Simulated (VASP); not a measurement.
Calculation: r2SCAN+rVV10, VASP's PBE PAW potentials (set 64) (plane waves; VASP 6.6.1).

VASP ran on this input.

File POSCAR:
```
LiH
1.0
  0.0000000000   2.0121892533   2.0121892533
  2.0121892533   0.0000000000   2.0121892533
  2.0121892533   2.0121892533   0.0000000000
Li H
1 1
Cart
  0.0000000000   0.0000000000   0.0000000000
  2.0121892533   2.0121892533   2.0121892533
```

### KPOINTS
```
Automatic mesh
0
Gamma
11 11 11
0 0 0
```

INCAR:
```
ALGO=Normal
SIGMA=0.05
LWAVE=F
LREAL=F   # projection in real space or not
CPARAM=0.0093
LASPH=T   # aspherical one-centre terms
LUSE_VDW=T
ENCUT=520
ISIF=2   # forces and stress, cell fixed
LCHARG=F
ISMEAR=0
BPARAM=11.95
EDIFF=1E-7   # SCF stop (eV)
NELM=100   # most electronic steps
LMIXTAU=T
METAGGA=R2SCAN
SYSTEM=LiH
PREC=Accurate
```

POTCAR, in this order: Li_sv H (PBE.64 set). Program: vasp_std.

The run wrote:

OSZICAR:
```
       N       E                     dE             d eps       ncg     rms          rms(c)
DAV:   1    -0.196215560081E+01   -0.19622E+01   -0.15135E+03   684   0.629E+02
DAV:   2    -0.717574114248E+01   -0.52136E+01   -0.52136E+01   900   0.724E+01
DAV:   3    -0.730031423397E+01   -0.12457E+00   -0.12457E+00   846   0.102E+01
DAV:   4    -0.730149232022E+01   -0.11781E-02   -0.11781E-02   912   0.975E-01
DAV:   5    -0.730149514040E+01   -0.28202E-05   -0.28202E-05   882   0.457E-02    0.270E+00
DAV:   6    -0.676119517519E+01    0.54030E+00   -0.18245E-01  1026   0.366E+00    0.180E+00
DAV:   7    -0.703059699878E+01   -0.26940E+00   -0.88249E-01   900   0.485E+00    0.102E+00
DAV:   8    -0.655466592482E+01    0.47593E+00   -0.22505E-01   690   0.437E+00    0.235E-01
DAV:   9    -0.668517313613E+01   -0.13051E+00   -0.82413E-02   684   0.349E+00    0.912E-02
DAV:  10    -0.670960200230E+01   -0.24429E-01   -0.29932E-02   684   0.155E+00    0.108E-01
DAV:  11    -0.670999136055E+01   -0.38936E-03   -0.11026E-03   846   0.320E-01    0.354E-02
DAV:  12    -0.670987426513E+01    0.11710E-03   -0.10745E-04   684   0.143E-01    0.209E-02
DAV:  13    -0.671000443737E+01   -0.13017E-03   -0.13539E-04   672   0.125E-01    0.266E-03
DAV:  14    -0.671002338880E+01   -0.18951E-04   -0.97597E-06   780   0.408E-02    0.977E-04
DAV:  15    -0.671002310529E+01    0.28351E-06   -0.91002E-07   810   0.891E-03    0.114E-03
DAV:  16    -0.671002344762E+01   -0.34233E-06   -0.21496E-07   702   0.709E-03    0.134E-03
DAV:  17    -0.671002449401E+01   -0.10464E-05   -0.64126E-07   672   0.765E-03    0.256E-04
DAV:  18    -0.671002439945E+01    0.94559E-07   -0.14627E-08   468   0.140E-03
   1 F= -.67100244E+01 E0= -.67100244E+01  d E =-.193132E-28
```

OUTCAR:
```
------------------------ aborting loop because EDIFF is reached ----------------------------------------
  FORCE on cell =-STRESS in cart. coord.  units (eV):
  Direction    XX          YY          ZZ          XY          YZ          ZX
  --------------------------------------------------------------------------------------
  Total       -0.1182849     -0.1182849     -0.1182849     -0.0000000      0.0000000     -0.0000000
  in kB      -11.6306305    -11.6306305    -11.6306305     -0.0000000      0.0000000     -0.0000000
  external PRESSURE =     -11.6306305 kB  Pullay stress =       0.0000000 kB
  volume of cell :       16.29
      direct lattice vectors                 reciprocal lattice vectors
     0.000000000  2.012189253  2.012189253    -0.248485573  0.248485573  0.248485573
     2.012189253  0.000000000  2.012189253     0.248485573 -0.248485573  0.248485573
     2.012189253  2.012189253  0.000000000     0.248485573  0.248485573 -0.248485573
  FREE ENERGIE OF THE ION-ELECTRON SYSTEM (eV)
  ---------------------------------------------------
  free  energy   TOTEN  =        -6.7100243994 eV

  energy  without entropy=       -6.7100243994  energy(sigma->0) =       -6.71002440
```
(Selected blocks of OUTCAR.)

The compound is LiH in the rock salt structure. This cell is one point of a volume scan, at 1.03 of the reference volume.
